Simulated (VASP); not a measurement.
Given:

```
CaBr2
1.0
    6.80283     0.00000     0.00000
    0.00000     6.80283     0.00000
    0.00000     0.00000     4.37415
Ca Br
2 4
Direct
  0.00000   0.00000   0.00000
  0.50000   0.50000   0.50000
  0.80220   0.19780   0.50000
  0.19780   0.80220   0.50000
  0.30220   0.30220   0.00000
  0.69780   0.69780   0.00000
```

Method: r2SCAN meta-GGA, VASP's PBE PAW potentials (set 64) (plane waves; VASP). Settings: 400 eV cut-off, 3×3×5 Γ-centred mesh, Gaussian smearing of 0.050 eV, potentials Ca_sv Br.

Problem. Estimate the energy per atom (σ→0), band gap (on the k-mesh) with the smallest direct gap where there is one.

Solution. 
| Item | Value |
|---|---|
| band gap (on the k-mesh) | 5.01 eV |
| smallest direct gap (on the k-mesh) | 5.01 eV |
| energy per atom (σ→0) | -13.484 eV/atom |

Only differences to runs with the same potentials and settings are physical.

The structure comes from a computed database's CaBr2 entry (P4_2/mnm); how it stands against other phases isn't given here. It was relaxed first. The start is the result of an earlier pass.
